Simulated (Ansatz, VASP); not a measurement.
# SiO2 (Cristobalite) in two plane-wave programs

One calculation is typed for both programs; each brings its own data sets. How far apart do they land? The cell is taken from a series of runs on this material, whose earlier steps may have relaxed, scaled, displaced or heated it; both programs get it as it stands.

Main program and level: Ansatz 0.2.0; plane waves, with VASP 6.6.1 beside it; G0W0 gap at LDA.

**1. Starting point**

It takes space group P4_12_12 (No. 92, tetragonal). Conventional cell: a = 4.982 Å, b = 4.982 Å, c = 6.963 Å, α = 90.00°, β = 90.00°, γ = 90.00°. Si has 4 O at 1.60 to 1.61 Å nearest. O has 2 Si at 1.60 to 1.61 Å nearest. Farther neighbours and most contacts between anions are not listed.

Coordinates:

```xyz
12
Lattice="4.9820 0.0000 0.0000 0.0000 4.9820 0.0000 0.0000 0.0000 6.9630" Properties=species:S:1:pos:R:3 pbc="T T T"
Si    1.4895    1.4895    0.0000
Si    1.0015    3.9805    1.7408
Si    3.4925    3.4925    3.4815
Si    3.9805    1.0015    5.2222
O     1.1951    0.5155    1.2403
O     1.9755    3.6861    2.9811
O     3.7869    4.4665    4.7218
O     3.0065    1.2959    6.4626
O     3.6861    1.9755    3.9819
O     4.4665    3.7869    2.2412
O     1.2959    3.0065    0.5004
O     0.5155    1.1951    5.7227
```

**2. VASP: G0W0 gap, LDA**

Quasiparticle shifts depend on high empty states and on the cores, so they are the hardest test of two PAW sets.

Lines of VASP's logs that name or quote its potential files are left out, and so is its time.

The run reads the wave functions of an earlier VASP run, which isn't shown here.

INCAR

```
SYSTEM = SiO2
PREC = Accurate
ENCUT = 440
ISMEAR = 0
SIGMA = 0.01
LREAL = .FALSE.
GGA = CA
NBANDS = 472
ALGO = EVGW0
NELMGW = 1
ENCUTGW = 108
NOMEGA = 64
PRECFOCK = Fast
NBANDSGW = 40
LWAVE = .FALSE.
LCHARG = .FALSE.
```

POSCAR

```
SiO2
1.0
    4.9820000000      0.0000000000      0.0000000000
    0.0000000000      4.9820000000      0.0000000000
    0.0000000000      0.0000000000      6.9630000000
Si O
4 8
Direct
    0.2989700000      0.2989700000      0.0000000000
    0.2010300000      0.7989700000      0.2500000000
    0.7010300000      0.7010300000      0.5000000000
    0.7989700000      0.2010300000      0.7500000000
    0.2398900000      0.1034700000      0.1781300000
    0.3965300000      0.7398900000      0.4281300000
    0.7601100000      0.8965300000      0.6781300000
    0.6034700000      0.2601100000      0.9281300000
    0.7398900000      0.3965300000      0.5718700000
    0.8965300000      0.7601100000      0.3218700000
    0.2601100000      0.6034700000      0.0718700000
    0.1034700000      0.2398900000      0.8218700000
```

KPOINTS

```
Automatic mesh
0
Gamma
4 4 2
0 0 0
```

PAW data sets: Si_GW and O_GW (LDA family, release 64).

On the command line:

```bash
$ mpirun -np 8 vasp_std
```

Numbers of over 12 decimals in the logs are rounded to 6 here.

What it wrote:

```text
[banner, memory and clock lines left out]
running    8 mpi-ranks, on    1 nodes
 distrk:  each k-point on    8 cores,    1 groups
 distr:  one band on    1 cores,    8 groups

 POSCAR found type information on POSCAR SiO
 POSCAR found :  2 types and      12 ions
|                                                                             |
|           W    W    AA    RRRRR   N    N  II  N    N   GGGG   !!!           |
|           W    W   A  A   R    R  NN   N  II  NN   N  G    G  !!!           |
|           W    W  A    A  R    R  N N  N  II  N N  N  G       !!!           |
|           W WW W  AAAAAA  RRRRR   N  N N  II  N  N N  G  GGG   !            |
|           WW  WW  A    A  R   R   N   NN  II  N   NN  G    G                |
|           W    W  A    A  R    R  N    N  II  N    N   GGGG   !!!           |
|                                                                             |
|     For optimal performance we recommend to set                             |
|       NCORE = 2 up to number-of-cores-per-socket                            |
|     NCORE specifies how many cores store one orbital (NPAR=cpu/NCORE).      |
|     This setting can greatly improve the performance of VASP for DFT.       |
|     The default, NCORE=1 might be grossly inefficient on modern             |
|     multi-core architectures or massively parallel machines. Do your        |
|     Unfortunately you need to use the default for GW and RPA                |
|     calculations (for HF NCORE is supported but not extensively tested      |
|     yet).                                                                   |
|                                                                             |

|                                                                             |
|           W    W    AA    RRRRR   N    N  II  N    N   GGGG   !!!           |
|           W    W   A  A   R    R  NN   N  II  NN   N  G    G  !!!           |
|           W    W  A    A  R    R  N N  N  II  N N  N  G       !!!           |
|           W WW W  AAAAAA  RRRRR   N  N N  II  N  N N  G  GGG   !            |
|           WW  WW  A    A  R   R   N   NN  II  N   NN  G    G                |
|           W    W  A    A  R    R  N    N  II  N    N   GGGG   !!!           |
|                                                                             |
|     The default for ENCUTGWSOFT is different in this version of VASP.       |
|     please manually set ENCUTGWSOFT =108 in the INCAR file.                 |
|                                                                             |

 LDA part: xc-table for (Slater(with rela. corr.)+CA(PZ))
 , standard interpolation
 found WAVECAR, reading the header
 POSCAR, INCAR and KPOINTS ok, starting setup
 FFT: planning ... GRIDC
 FFT: planning ... GRID_SOFT
 FFT: planning ... GRID
 reading WAVECAR
 the WAVECAR file was read successfully
 initial charge from wavefunction
 available memory per node:     61.20 GB, setting MAXMEM to     62671

 The Fermi energy was updated, please check that it is located mid-gap
 values below the HOMO (VB) or above the LUMO (CB) will cause erroneous energies
 E-fermi :   2.4351

 calculate exact exchange contribution
 the WAVEDER file was read successfully
energies w=
    0.000    0.000    0.516    0.000    1.031    0.000    1.544    0.000
    2.053    0.000    2.558    0.000    3.058    0.000    3.552    0.000
    4.040    0.000    4.521    0.000    4.995    0.000    5.464    0.000
    5.925    0.000    6.381    0.000    6.830    0.000    7.275    0.000
    7.715    0.000    8.150    0.000    8.583    0.000    9.013    0.000
    9.442    0.000    9.870    0.000   10.298    0.000   10.727    0.000
   11.159    0.000   11.594    0.000   12.034    0.000   12.479    0.000
   12.932    0.000   13.394    0.000   13.866    0.000   14.350    0.000
   14.848    0.000   15.362    0.000   15.895    0.000   16.449    0.000
   17.027    0.000   17.632    0.000   18.269    0.000   18.941    0.000
   19.655    0.000   20.416    0.000   21.230    0.000   22.106    0.000
   23.055    0.000   24.087    0.000   25.217    0.000   26.463    0.000
   27.846    0.000   29.392    0.000   31.137    0.000   33.123    0.000
   35.407    0.000   38.064    0.000   41.198    0.000   44.950    0.000
   49.524    0.000   55.223    0.000   62.515    0.000   72.168    0.000
   85.535    0.000  105.232    0.000  137.088    0.000  197.218    0.000
 responsefunction array rank=     456
 LDA part: xc-table for (Slater(with rela. corr.)+CA(PZ))
 , standard interpolation

 min. memory requirement per mpi rank    497.2 MB, per node   3977.5 MB

 allocating   8 responsefunctions rank=   456
 shmem allocating  64 responsefunctions rank=   456
 response function shared by NCSHMEM nodes    1
 Doing            8  frequencies on each core in blocks of           64
NQ=   1    0.0000    0.0000    0.0000,
|.........|.........|.........|.........|.........|.........|.........|.........
 performed       1354000 updates of chi_q(r,r)
 total number of BLAS operations       2203.63 Gflops
NQ=   2    0.2500    0.0000    0.0000,
|.........|.........|.........|.........|.........|.........|.........|.........
 performed       3387000 updates of chi_q(r,r)
 total number of BLAS operations       5325.19 Gflops
NQ=   3    0.5000    0.0000    0.0000,
|.........|.........|.........|.........|.........|.........|.........|.........
 performed       5043000 updates of chi_q(r,r)
 total number of BLAS operations       7844.07 Gflops
NQ=   4    0.2500    0.2500    0.0000,
|.........|.........|.........|.........|.........|.........|.........|.........
 performed       6925000 updates of chi_q(r,r)
 total number of BLAS operations      10733.83 Gflops
NQ=   5    0.5000    0.2500    0.0000,
|.........|.........|.........|.........|.........|.........|.........|.........
 performed       8958000 updates of chi_q(r,r)
 total number of BLAS operations      13826.95 Gflops
NQ=   6    0.5000    0.5000    0.0000,
|.........|.........|.........|.........|.........|.........|.........|.........
 performed      10312000 updates of chi_q(r,r)
 total number of BLAS operations      15962.70 Gflops
NQ=   7    0.0000    0.0000    0.5000,
|.........|.........|.........|.........|.........|.........|.........|.........
 performed      11666000 updates of chi_q(r,r)
 total number of BLAS operations      18022.19 Gflops
NQ=   8    0.2500    0.0000    0.5000,
|.........|.........|.........|.........|.........|.........|.........|.........
 performed      13699000 updates of chi_q(r,r)
 total number of BLAS operations      21201.02 Gflops
NQ=   9    0.5000    0.0000    0.5000,
|.........|.........|.........|.........|.........|.........|.........|.........
 performed      15355000 updates of chi_q(r,r)
 total number of BLAS operations      23956.29 Gflops
NQ=  10    0.2500    0.2500    0.5000,
|.........|.........|.........|.........|.........|.........|.........|.........
 performed      17237000 updates of chi_q(r,r)
 total number of BLAS operations      26819.72 Gflops
NQ=  11    0.5000    0.2500    0.5000,
|.........|.........|.........|.........|.........|.........|.........|.........
 performed      19270000 updates of chi_q(r,r)
 total number of BLAS operations      30085.44 Gflops
NQ=  12    0.5000    0.5000    0.5000,
|.........|.........|.........|.........|.........|.........|.........|.........
 performed      20624000 updates of chi_q(r,r)
 total number of BLAS operations      32107.31 Gflops
 resolving degeneracies of screened two electron integrals

 calculate QP shifts <psi_nk| G(iteration)W_0 |psi_nk>: iteration 1
 entering main loop
```

Parts of OUTCAR (step 2):

```text
ion  position               nearest neighbor table
   1  0.299  0.299  0.000-   5 1.60  12 1.60  11 1.61   8 1.61   2 3.08   4 3.08   2 3.08   4 3.08

  LATTYP: Found a simple tetragonal cell.
 ALAT       =     4.9820000000
 C/A-ratio  =     1.3976314733

 Subroutine GETGRP returns: Found  8 space group operations
 (whereof  2 operations were pure point group operations)

The static configuration has the point symmetry C_2 .
 The point group associated with its full space group is D_4 .

 Found     12 irreducible k-points:

   k-points           NKPTS =     12   k-points in BZ     NKDIM =     32   number of bands    NBANDS=    472

   dimension x,y,z NGX =    36 NGY =   36 NGZ =   48
   dimension x,y,z NGXF=    72 NGYF=   72 NGZF=   96

   ENCUT  =  440.0 eV  32.34 Ry    5.69 a.u.   8.52  8.52 11.91*2*pi/ulx,y,z

   NELECT =      64.0000    total number of electrons

  energy-cutoff  :      440.00
  volume of cell :      172.82
      direct lattice vectors                 reciprocal lattice vectors
     4.982000000  0.000000000  0.000000000     0.200722601  0.000000000  0.000000000
     0.000000000  4.982000000  0.000000000     0.000000000  0.200722601  0.000000000
     0.000000000  0.000000000  6.963000000     0.000000000  0.000000000  0.143616257

 k-points in reciprocal lattice and weights: Automatic mesh
   0.00000000  0.00000000  0.00000000       0.031
   0.25000000  0.00000000  0.00000000       0.125
   0.50000000  0.00000000  0.00000000       0.062
   0.25000000  0.25000000  0.00000000       0.125
   0.50000000  0.25000000  0.00000000       0.125
   0.50000000  0.50000000  0.00000000       0.031
   0.00000000  0.00000000  0.50000000       0.031
   0.25000000  0.00000000  0.50000000       0.125
   0.50000000  0.00000000  0.50000000       0.062
   0.25000000  0.25000000  0.50000000       0.125
   0.50000000  0.25000000  0.50000000       0.125
   0.50000000  0.50000000  0.50000000       0.031

 E-fermi :   2.4351

 QP shifts <psi_nk| G(iteration)W_0 |psi_nk>: iteration 1
 for sc-GW calculations column KS-energies equals QP-energies in previous step
 and V_xc(KS)=  KS-energies - (<T + V_ion + V_H > + <T+V_H+V_ion>^1  + <V_x>^1)
 k-point   1 :       0.0000    0.0000    0.0000
  band No.  KS-energies  QP-energies   sigma(KS)   V_xc(KS)     V^pw_x(r,r')   Z            occupation Imag(sigma)
    ...
     29      -0.9896      -2.6373     -21.5606     -19.5109     -25.4054       0.8039       2.0000       0.0502
     30      -0.5892      -2.1996     -21.8324     -19.8289     -25.6979       0.8037       2.0000       0.0492
     31      -0.5892      -2.1996     -21.8324     -19.8289     -25.6979       0.8037       2.0000       0.0492
     32      -0.3253      -1.8965     -21.8518     -19.8992     -25.6698       0.8047       2.0000       0.0480
     33       5.1955       6.6382      -8.2052      -9.8612      -5.2399       0.8712       0.0000      -0.0380
     34       8.2640      10.1281      -8.0896     -10.2547      -4.6655       0.8610       0.0000      -0.0479
     35       8.2640      10.1281      -8.0896     -10.2547      -4.6655       0.8610       0.0000      -0.0479
     36       8.6900      10.7302      -9.4648     -11.8602      -6.0715       0.8518       0.0000      -0.0493
    ...

 k-point   2 :       0.2500    0.0000    0.0000
  band No.  KS-energies  QP-energies   sigma(KS)   V_xc(KS)     V^pw_x(r,r')   Z            occupation Imag(sigma)
    ...
     29      -1.0498      -2.7250     -21.4070     -19.3207     -25.2561       0.8030       2.0000       0.0506
     30      -0.8001      -2.4350     -21.6620     -19.6265     -25.5193       0.8032       2.0000       0.0500
     31      -0.6501      -2.2696     -21.7589     -19.7427     -25.6214       0.8033       2.0000       0.0494
     32      -0.5151      -2.1122     -21.6319     -19.6462     -25.4297       0.8043       2.0000       0.0484
     33       5.8173       7.3350      -8.5171     -10.2625      -5.5759       0.8695       0.0000      -0.0386
     34       8.3975      10.2909      -8.1402     -10.3437      -4.6916       0.8593       0.0000      -0.0483
     35       8.4378      10.2319      -7.9877     -10.0702      -4.7146       0.8615       0.0000      -0.0470
     36       8.7386      10.8737     -10.4583     -12.9812      -6.9854       0.8463       0.0000      -0.0517
    ...

 k-point   3 :       0.5000    0.0000    0.0000
  band No.  KS-energies  QP-energies   sigma(KS)   V_xc(KS)     V^pw_x(r,r')   Z            occupation Imag(sigma)
    ...
     29      -0.9867      -2.6571     -21.2200     -19.1404     -25.0144       0.8033       2.0000       0.0502
     30      -0.9867      -2.6571     -21.2200     -19.1404     -25.0144       0.8033       2.0000       0.0502
     31      -0.7982      -2.4394     -21.5763     -19.5336     -25.4256       0.8034       2.0000       0.0498
     32      -0.7982      -2.4394     -21.5763     -19.5336     -25.4256       0.8034       2.0000       0.0498
     33       7.2294       8.9332      -9.0046     -10.9824      -5.9635       0.8615       0.0000      -0.0433
     34       7.2294       8.9332      -9.0046     -10.9824      -5.9635       0.8615       0.0000      -0.0433
     35       8.6841      10.5068      -7.7113      -9.8284      -4.3436       0.8610       0.0000      -0.0479
     36       8.6841      10.5068      -7.7113      -9.8284      -4.3436       0.8610       0.0000      -0.0479
    ...

 k-point   4 :       0.2500    0.2500    0.0000
  band No.  KS-energies  QP-energies   sigma(KS)   V_xc(KS)     V^pw_x(r,r')   Z            occupation Imag(sigma)
    ...
     29      -1.2012      -2.9063     -21.1884     -19.0602     -25.0291       0.8012       2.0000       0.0515
     30      -0.8990      -2.5517     -21.5810     -19.5212     -25.4479       0.8023       2.0000       0.0504
     31      -0.8030      -2.4370     -21.6203     -19.5857     -25.4651       0.8031       2.0000       0.0498
     32      -0.6243      -2.2304     -21.5689     -19.5699     -25.3649       0.8034       2.0000       0.0488
     33       6.3712       7.9515      -8.7344     -10.5592      -5.8064       0.8661       0.0000      -0.0403
     34       8.2916      10.1722      -8.2128     -10.3994      -4.8034       0.8601       0.0000      -0.0478
     35       8.6121      10.6639      -9.5913     -11.9989      -6.1259       0.8522       0.0000      -0.0500
     36       8.7637      10.6947      -8.8745     -11.1349      -5.5826       0.8543       0.0000      -0.0486
    ...

[... 4 further parts left out ...]
```

(Continued in part 2 of 2.)

[Lines on the potential files, build, host, timing and source positions are cut from VASP's logs without a mark.]

[Logs are printed without paths, hosts, clocks, repeated set-up lines and the standing remarks that a program may print on its own settings, such as how far it seeks lower states.]

[Hosts, paths, dates, database ids (printed as entryN), source tags and the programs' standing remarks are cut or masked in the printed files.]
